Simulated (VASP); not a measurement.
Mo:

```xyz
1
Lattice="-1.5734 1.5734 1.5734 1.5734 -1.5734 1.5734 1.5734 1.5734 -1.5734" Properties=species:S:1:pos:R:3 pbc="T T T"
Mo    0.0000    0.0000    0.0000
```

Base run:

- Program: VASP 6.6.1
- Functional: PBE
- Potentials or basis: VASP PAW PBE potentials, release 64 (Mo_sv)
- Cutoff: 700 eV
- k mesh: 14 × 14 × 14
- Occupations: gaussian, width 0.1 eV
- Spin: no spin polarisation

Its results: band gap on the k mesh none (metal or under the smearing width); pressure 4.7 GPa.

Task: The run is repeated on the same cell with these changes: cutoff from 700 eV to 350 eV. What comes out?

Result: Band gap on the k mesh none (metal or under the smearing width); pressure 3.2 GPa.
